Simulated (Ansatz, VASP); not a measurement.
# Cross-check of AlNi between VASP and Ansatz, part 2 of 2

Wanted: the spread between two codes on one cell, functional and k mesh. The cell is taken from a series of runs on this material, whose earlier steps may have relaxed, scaled, displaced or heated it; both programs get it as it stands.

VASP 6.6.1 and Ansatz 0.2.0.

So far: The structure; Ansatz: zone-centre phonons, LDA.

**3. VASP: zone-centre phonons, LDA**

Level of this step: LDA, no spin polarisation; plane waves and PAW (Al, Ni) (VASP).

The same cell, functional (in two slightly different forms), mesh and smearing now go to VASP, with its own data sets.

Lines of VASP's logs that name or quote its potential files are left out, and so is its time.

Contents of INCAR:

```
SYSTEM = AlNi
PREC = Accurate
ENCUT = 600
EDIFF = 1E-08
NELM = 120
ISMEAR = 1
SIGMA = 0.2
LREAL = .FALSE.
ALGO = Normal
GGA = PW92
NBANDS = 12
LASPH = .TRUE.
LORBIT = 11
LWAVE = .FALSE.
LCHARG = .FALSE.
ISIF = 2
IBRION = 8
GGA_COMPAT = .FALSE.
KPAR = 2
```

Contents of POSCAR:

```
AlNi
1.0
    2.8213604556      0.0000000000      0.0000000000
    0.0000000000      2.8213604556      0.0000000000
    0.0000000000      0.0000000000      2.8602357830
Al Ni
1 1
Direct
    0.0000000000      0.0000000000      0.0000000000
    0.5000000000      0.5000000000      0.5000000000
```

Contents of KPOINTS:

```
Automatic mesh
0
Gamma
16 16 16
0 0 0
```

The projector-augmented-wave data sets are Al and Ni (LDA family, release 64).

On the command line:

```sh
$ mpirun -np 2 vasp_std
```

Numbers of over 12 decimals in the logs are rounded to 6 here.

The program printed:

```text
[banner, memory and clock lines left out]
running    2 mpi-ranks, on    1 nodes
 distrk:  each k-point on    1 cores,    2 groups
 distr:  one band on    1 cores,    1 groups

 POSCAR found type information on POSCAR AlNi
 POSCAR found :  2 types and       2 ions
|                                                                             |
|               ----> ADVICE to this user running VASP <----                  |
|                                                                             |
|     You enforced a specific xc type in the INCAR file but a different       |
|     [... a line on the potential file left out ...]
|     I HOPE YOU KNOW WHAT YOU ARE DOING!                                     |
|                                                                             |

 LDA part: xc-table for (Slater(with rela. corr.)+PW92), standard interpolation
 POSCAR, INCAR and KPOINTS ok, starting setup
 FFT: planning ... GRIDC
 FFT: planning ... GRID_SOFT
 FFT: planning ... GRID
 WAVECAR not read
 entering main loop
       N       E                     dE             d eps       ncg     rms          rms(c)
DAV:   1     0.433526469411E+02    0.43353E+02   -0.61781E+03  9832   0.130E+03
DAV:   2    -0.118062379136E+02   -0.55159E+02   -0.50881E+02  9940   0.209E+02
DAV:   3    -0.135894475394E+02   -0.17832E+01   -0.17631E+01 11668   0.438E+01
DAV:   4    -0.136133501452E+02   -0.23903E-01   -0.23893E-01 10968   0.454E+00
DAV:   5    -0.136139432073E+02   -0.59306E-03   -0.59305E-03 11704   0.797E-01    0.120E+01
DAV:   6    -0.151099452764E+02   -0.14960E+01   -0.44200E+01 10792   0.109E+02    0.143E+01
DAV:   7    -0.122170802006E+02    0.28929E+01   -0.13350E+01 10876   0.653E+01    0.101E+00
DAV:   8    -0.122035619389E+02    0.13518E-01   -0.26685E-01 11736   0.584E+00    0.102E+00
DAV:   9    -0.121878803581E+02    0.15682E-01   -0.46451E-02 11856   0.323E+00    0.165E-01
DAV:  10    -0.121875301273E+02    0.35023E-03   -0.10519E-03 11788   0.479E-01    0.798E-02
DAV:  11    -0.121875311091E+02   -0.98183E-06   -0.32344E-05 11360   0.499E-02    0.235E-02
DAV:  12    -0.121875305361E+02    0.57305E-06   -0.35846E-06 12020   0.325E-02    0.406E-03
DAV:  13    -0.121875303746E+02    0.16153E-06   -0.51766E-07 14836   0.669E-03    0.164E-03
DAV:  14    -0.121875303740E+02    0.56389E-09   -0.29343E-08  7208   0.211E-03
   1 F= -.12187530E+02 E0= -.12187805E+02  d E =0.824737E-03
 Linear response reoptimize wavefunctions to high precision
DAV:   1    -0.121875303731E+02    0.87039E-09   -0.12284E-08 11988   0.182E-03
DAV:   2    -0.121875303731E+02    0.34106E-11   -0.10752E-10  5576   0.985E-05
 Linear response DOF=           4
 Linear response progress:
  Degree of freedom:   1/  4
       N       E                     dE             d eps       ncg     rms          rms(c)
RMM:   1    -0.573489417250E-02   -0.57349E-02    0.20897E-03 38667   0.647E-01
RMM:   2    -0.542558599308E-02    0.30931E-03   -0.70166E-05 25908   0.230E-01    0.601E-02
RMM:   3    -0.541037427040E-02    0.15212E-04   -0.10369E-04 28500   0.829E-02    0.298E-02
RMM:   4    -0.547556406872E-02   -0.65190E-04   -0.43529E-05 28275   0.511E-02    0.577E-03
RMM:   5    -0.547939538782E-02   -0.38313E-05   -0.34534E-06 29077   0.121E-02    0.165E-03
RMM:   6    -0.547882978065E-02    0.56561E-06   -0.21483E-07 28993   0.280E-03    0.746E-04
RMM:   7    -0.547887708733E-02   -0.47307E-07   -0.11460E-08 27252   0.119E-03    0.594E-04
RMM:   8    -0.547902969555E-02   -0.15261E-06   -0.79110E-10 30636   0.354E-04    0.219E-04
RMM:   9    -0.547906834832E-02   -0.38653E-07    0.11201E-09 30439   0.113E-04    0.166E-05
RMM:  10    -0.547905339567E-02    0.14953E-07    0.15019E-09 31409   0.345E-05    0.540E-06
RMM:  11    -0.547905178232E-02    0.16133E-08   -0.57102E-11 29969   0.102E-05    0.143E-06
 first order change of Fermi-energy   0.33536E-04
 force on displaced ion       1 direction 1 :  -6.418   0.000   0.000
 Linear response progress:
  Degree of freedom:   2/  4
       N       E                     dE             d eps       ncg     rms          rms(c)
RMM:   1    -0.597601218326E-02   -0.59760E-02    0.34070E-03 21364   0.673E-01
RMM:   2    -0.566429445622E-02    0.31172E-03   -0.22944E-05 14351   0.239E-01    0.624E-02
RMM:   3    -0.564795843659E-02    0.16336E-04   -0.11684E-04 15817   0.880E-02    0.305E-02
RMM:   4    -0.571529493431E-02   -0.67336E-04   -0.46917E-05 15669   0.532E-02    0.596E-03
RMM:   5    -0.571946241537E-02   -0.41675E-05   -0.37821E-06 16031   0.127E-02    0.156E-03
RMM:   6    -0.571855878272E-02    0.90363E-06   -0.15938E-07 16190   0.284E-03    0.761E-04
RMM:   7    -0.571862446414E-02   -0.65681E-07   -0.13068E-08 15192   0.112E-03    0.634E-04
RMM:   8    -0.571879409752E-02   -0.16963E-06   -0.23714E-09 16918   0.339E-04    0.211E-04
RMM:   9    -0.571879379165E-02    0.30587E-09   -0.40316E-10 16840   0.119E-04    0.196E-05
 first order change of Fermi-energy  -0.50291E-04
 force on displaced ion       1 direction 3 :  -0.000  -0.000  -6.466
 Linear response progress:
  Degree of freedom:   3/  4
       N       E                     dE             d eps       ncg     rms          rms(c)
RMM:   1    -0.187679698325E+00   -0.18768E+00   -0.99627E-02 25714   0.270E+00
RMM:   2    -0.186296235257E+00    0.13835E-02   -0.17860E-03 25890   0.523E-01    0.129E-01
RMM:   3    -0.186295671124E+00    0.56413E-06   -0.14190E-04 27863   0.102E-01    0.763E-02
RMM:   4    -0.186687251773E+00   -0.39158E-03   -0.18146E-04 29832   0.105E-01    0.525E-03
RMM:   5    -0.186668747393E+00    0.18504E-04   -0.34477E-06 30450   0.196E-02    0.330E-03
RMM:   6    -0.186664828458E+00    0.39189E-05   -0.30371E-07 27916   0.573E-03    0.233E-03
RMM:   7    -0.186657316140E+00    0.75123E-05   -0.83867E-08 29612   0.345E-03    0.442E-04
RMM:   8    -0.186653467534E+00    0.38486E-05   -0.10863E-08 31515   0.781E-04    0.735E-05
RMM:   9    -0.186653004214E+00    0.46332E-06   -0.96889E-10 31784   0.186E-04    0.153E-05
RMM:  10    -0.186652851841E+00    0.15237E-06   -0.33006E-10 32333   0.550E-05    0.101E-05
RMM:  11    -0.186652900185E+00   -0.48345E-07   -0.32006E-10 31596   0.293E-05    0.166E-06
RMM:  12    -0.186652899803E+00    0.38250E-09   -0.24671E-10 32343   0.170E-05    0.583E-07
 first order change of Fermi-energy   0.75876E-03
 force on displaced ion       2 direction 1 :  -6.417   0.000   0.000
 Linear response progress:
  Degree of freedom:   4/  4
       N       E                     dE             d eps       ncg     rms          rms(c)
RMM:   1    -0.188286085468E+00   -0.18829E+00   -0.10044E-01 14312   0.269E+00
RMM:   2    -0.186791949199E+00    0.14941E-02   -0.17875E-03 14370   0.525E-01    0.131E-01
RMM:   3    -0.186807118645E+00   -0.15169E-04   -0.14433E-04 15390   0.102E-01    0.769E-02
RMM:   4    -0.187217765761E+00   -0.41065E-03   -0.17431E-04 16558   0.102E-01    0.571E-03
RMM:   5    -0.187202361414E+00    0.15404E-04   -0.38520E-06 16610   0.224E-02    0.490E-03
RMM:   6    -0.187197706348E+00    0.46551E-05   -0.48350E-07 14748   0.947E-03    0.239E-03
RMM:   7    -0.187189008152E+00    0.86982E-05   -0.19834E-07 17197   0.351E-03    0.488E-04
RMM:   8    -0.187185854782E+00    0.31534E-05   -0.54007E-09 17114   0.880E-04    0.134E-04
RMM:   9    -0.187185230241E+00    0.62454E-06   -0.16343E-09 17264   0.268E-04    0.313E-05
RMM:  10    -0.187184926027E+00    0.30421E-06   -0.97284E-12 17523   0.897E-05    0.218E-05
RMM:  11    -0.187184940457E+00   -0.14430E-07   -0.29294E-10 15980   0.570E-05    0.257E-06
RMM:  12    -0.187184950119E+00   -0.96626E-08   -0.21831E-10 18138   0.260E-05    0.131E-06
 first order change of Fermi-energy   0.24883E-02
 force on displaced ion       2 direction 3 :   0.000   0.000  -6.472
 Linear response finished
```

Parts of OUTCAR (step 3):

```text
ion  position               nearest neighbor table
   1  0.000  0.000  0.000-   2 2.45   2 2.45   2 2.45   2 2.45   2 2.45   2 2.45   2 2.45   2 2.45

  LATTYP: Found a simple tetragonal cell.
 ALAT       =     2.8213604556
 C/A-ratio  =     1.0137789297

 Subroutine GETGRP returns: Found 16 space group operations
 (whereof 16 operations were pure point group operations)

The static configuration has the point symmetry D_4h.

 Found    405 irreducible k-points:

   k-points           NKPTS =    405   k-points in BZ     NKDIM =    405   number of bands    NBANDS=     12

   dimension x,y,z NGX =    24 NGY =   24 NGZ =   24
   dimension x,y,z NGXF=    48 NGYF=   48 NGZF=   48

   ENCUT  =  600.0 eV  44.10 Ry    6.64 a.u.   5.63  5.63  5.71*2*pi/ulx,y,z

   NELECT =      13.0000    total number of electrons

 k-points in reciprocal lattice and weights: Automatic mesh
   0.00000000  0.00000000  0.00000000       0.000
   0.06250000  0.00000000  0.00000000       0.001
   0.12500000  0.00000000  0.00000000       0.001
   0.18750000  0.00000000  0.00000000       0.001
   0.25000000  0.00000000  0.00000000       0.001
   0.31250000  0.00000000  0.00000000       0.001
   0.37500000  0.00000000  0.00000000       0.001
   0.43750000  0.00000000  0.00000000       0.001
   0.50000000  0.00000000  0.00000000       0.000
[...]
0.50000000  0.43750000  0.50000000       0.001
   0.50000000  0.50000000  0.50000000       0.000

 average (electrostatic) potential at core
       1 -67.6834       2 -80.9770

  Total        0.0290931      0.0290931     -0.1605097      0.0000000      0.0000000      0.0000000
  in kB        2.0473002      2.0473002    -11.2951753      0.0000000      0.0000000      0.0000000
  external PRESSURE =      -2.4001917 kB  Pullay stress =       0.0000000 kB

  energy-cutoff  :      600.00
  volume of cell :       22.77
      direct lattice vectors                 reciprocal lattice vectors
     2.821360456  0.000000000  0.000000000     0.354438937  0.000000000  0.000000000
     0.000000000  2.821360456  0.000000000     0.000000000  0.354438937  0.000000000
     0.000000000  0.000000000  2.860235783     0.000000000  0.000000000  0.349621526

 POSITION                                       TOTAL-FORCE (eV/Angst)
 -----------------------------------------------------------------------------------
      0.00000      0.00000      0.00000         0.000000      0.000000      0.000000
      1.41068      1.41068      1.43012         0.000000      0.000000      0.000000
 -----------------------------------------------------------------------------------
    total drift:                                0.000000      0.000000     -0.000000

 Eigenvectors and eigenvalues of the dynamical matrix
 ----------------------------------------------------

   1 f  =    9.247637 THz    58.104620 2PiTHz  308.467981 cm-1    38.245138 meV
             X         Y         Z           dx          dy          dz
      0.000000  0.000000  0.000000     0.000000   -0.000000   -0.827571
      1.410680  1.410680  1.430118    -0.000000    0.000000    0.561362

   2 f  =    9.211820 THz    57.879569 2PiTHz  307.273225 cm-1    38.097007 meV
             X         Y         Z           dx          dy          dz
      0.000000  0.000000  0.000000    -0.000000   -0.827695    0.000000
      1.410680  1.410680  1.430118     0.000000    0.561178   -0.000000

   3 f  =    9.211820 THz    57.879569 2PiTHz  307.273225 cm-1    38.097007 meV
             X         Y         Z           dx          dy          dz
      0.000000  0.000000  0.000000     0.827695   -0.000000    0.000000
      1.410680  1.410680  1.430118    -0.561178    0.000000   -0.000000

   4 f/i=    0.000169 THz     0.001060 2PiTHz    0.005627 cm-1     0.000698 meV
             X         Y         Z           dx          dy          dz
      0.000000  0.000000  0.000000     0.471505   -0.304308    0.000000
      1.410680  1.410680  1.430118     0.695435   -0.448831    0.000000

   5 f/i=    0.000169 THz     0.001060 2PiTHz    0.005627 cm-1     0.000698 meV
             X         Y         Z           dx          dy          dz
      0.000000  0.000000  0.000000     0.304308    0.471505   -0.000000
      1.410680  1.410680  1.430118     0.448831    0.695435   -0.000000

   6 f/i=    0.001885 THz     0.011843 2PiTHz    0.062874 cm-1     0.007795 meV
             X         Y         Z           dx          dy          dz
      0.000000  0.000000  0.000000     0.000000    0.000000    0.561362
      1.410680  1.410680  1.430118     0.000000    0.000000    0.827571

 ELASTIC MODULI CONTR FROM IONIC RELAXATION (kBar)
 Direction    XX          YY          ZZ          XY          YZ          ZX
 --------------------------------------------------------------------------------
 XX           0.0000      0.0000      0.0000      0.0000      0.0000      0.0000
 YY           0.0000      0.0000      0.0000      0.0000      0.0000      0.0000
 ZZ           0.0000      0.0000      0.0000      0.0000      0.0000      0.0000
 XY           0.0000      0.0000      0.0000      0.0000      0.0000      0.0000
 YZ           0.0000      0.0000      0.0000      0.0000      0.0000      0.0000
 ZX           0.0000      0.0000      0.0000      0.0000      0.0000      0.0000
 --------------------------------------------------------------------------------
```

This run has no spin polarisation, so a moment on Ni, if there is one, isn't seen. Its electron count is odd, so without a moment it is a metal by construction.

**4. Side by side**

Known differences besides the potentials themselves: the data sets hold 21 valence electrons in Ansatz (on its PAW soft_1 files) and 13 in VASP; the cutoff is 420 eV in Ansatz and 600 eV in VASP; VASP's log shows a relativistic correction to its local exchange, Ansatz's none. Total energies have different zeros and are not compared.

The two programs side by side:

```
                  quantity  Ansatz   VASP  difference
optical mode 1 to 2 (cm⁻¹)   305.3  307.3     -0.65 %
     optical mode 3 (cm⁻¹)   306.4  308.5     -0.68 %
```

Modes are paired by rising frequency, not by their patterns, so a pair may set unlike modes beside each other; they are those without the splitting of longitudinal modes.

**5. Outcome**

| Property | Result |
| --- | --- |
| r.m.s. difference of the optical zone-centre modes, each program's sorted by frequency (zone-centre phonons, LDA) | 2.0 cm⁻¹ |
| difference in optical mode 3 (zone-centre phonons, LDA) | -0.7 % |

The r.m.s. difference of the optical zone-centre modes, each program's sorted by frequency is 2.0 cm⁻¹ (zone-centre phonons, LDA). The data sets hold unlike numbers of valence electrons (21 in Ansatz and 13 in VASP), so part of the differences comes from the potentials. Among the rows given in per cent, the largest difference of the zone-centre phonons, LDA pair is in optical mode 3, -0.7 %. How closely two codes agree says nothing of how well the functional describes the real material.

[Lines on the potential files, build, host, timing and source positions are cut from VASP's logs without a mark.]

[Logs are printed without paths, hosts, clocks, repeated set-up lines and the standing remarks that a program may print on its own settings, such as how far it seeks lower states.]

[Hosts, paths, dates, database ids (printed as entryN), source tags and the programs' standing remarks are cut or masked in the printed files.]
